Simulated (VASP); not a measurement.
```
CELL_PARAMETERS angstrom
      0.00000     2.57000     2.57000
      2.57000     0.00000     2.57000
      2.57000     2.57000     0.00000
ATOMIC_POSITIONS crystal
  Eu 0.00000 0.00000 0.00000
  O  0.50000 0.50000 0.50000
```

The base run (VASP): PBE GGA, plane waves, VASP's PBE PAW potentials (set 64). Settings: 520 eV cut-off, 8×8×8 Γ-centred mesh, Gaussian smearing of 0.050 eV, potentials Eu_2 O.

The 4f electrons are frozen in the core of the lanthanide potential, so 4f levels, which can set the real gap, and their magnetism are missing.

One setting is varied; ΔE counts from the base run. The base run took about 10 core-seconds. Costs are core time on shared hosts, one run each; read them as rough ratios.

Pressures at a finite cut-off, here 520 eV, hold a Pulay part, which wasn't tested here.

```tsv
setting	cost over the base run	electronic steps	ΔE (meV/atom)	pressure (GPa)
SYMPREC = 1E-3	within a factor of 2	13	0.0	-8.57
ISYM = 1	within a factor of 2	13	0.0	-8.57
base run	reference	13	0.0	-8.57
ISYM = 0	about 5 times	13	0.0	-8.57
ISYM = -1	about 8 times	13	0.0	-8.57
```

Left out are runs that failed, have no time on record or changed the cell.

The compound is EuO in the rock salt structure. The cell was not relaxed at this level.
